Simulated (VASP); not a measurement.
An input for Ansatz (written as the equivalent of a VASP run, and not itself run):

Ansatz 0.2 input:
```yaml
crystal:
  lattice:
    - [1.4886266, -2.5783767, 0.0000000]
    - [1.4886266, 2.5783767, 0.0000000]
    - [0.0000000, 0.0000000, 4.8829628]
  atoms:
    - { symbol: Si, position: [0.6666670, 0.3333330, 0.4996181] }
    - { symbol: Si, position: [0.3333330, 0.6666670, 0.9996181] }
    - { symbol: C, position: [0.6666670, 0.3333330, 0.8753819] }
    - { symbol: C, position: [0.3333330, 0.6666670, 0.3753819] }
kpoints:
  mp_grid: { grid: [9, 9, 5] }
hamiltonian:
  xc: pbe
  pseudopotentials: { kind: paw }
scf:
  occupations: { method: gaussian, width: 0.05 }
  max_iter: 100
relax:
  max_steps: 40
  f_tol: 0.02
  cell: { p_target: 30 }
output: { forces: true, stress: true, eigenvalues: true }
```

Write the VASP files for the same calculation (PBE).

Several could match; the one computed here: 
File KPOINTS:
```
Automatic
0
gamma
9 9 5
0 0 0
```

INCAR:
```
ALGO = Normal
EDIFF = 1E-6
EDIFFG = -0.02
ENCUT = 620
GGA = PE
IBRION = 2
ISIF = 3
ISMEAR = 0
LASPH = .True.
LCHARG = .False.
LREAL = .False.
LWAVE = .False.
NELM = 100
NSW = 40
PREC = Accurate
PSTRESS = 300
SIGMA = 0.05
SYSTEM = SiC
```

**POSCAR**
```
SiC
1.0
  1.4886266262  -2.5783766924   0.0000000000
  1.4886266262   2.5783766924   0.0000000000
  0.0000000000   0.0000000000   4.8829628049
Si C
2 2
Cart
  1.4886266262  -0.8594606164   2.4396166766
  1.4886266262   0.8594606164   4.8810980790
  1.4886266262  -0.8594606164   4.2744571801
  1.4886266262   0.8594606164   1.8329757777
```

POTCAR, in this order: Si C (PBE.64 set). Program: vasp_std.

What does not carry over: each code has its own PAW files, so the cut-off isn't converted (ENCUT is set for VASP's; basis.ecutwfc is left out, and Ansatz then takes the one that its files recommend); Ansatz stops its SCF on the density residual and VASP on the energy change (EDIFF).

The compound is SiC in the wurtzite structure, the rare 2H polytype. It was relaxed first under an external pressure of 30 GPa.
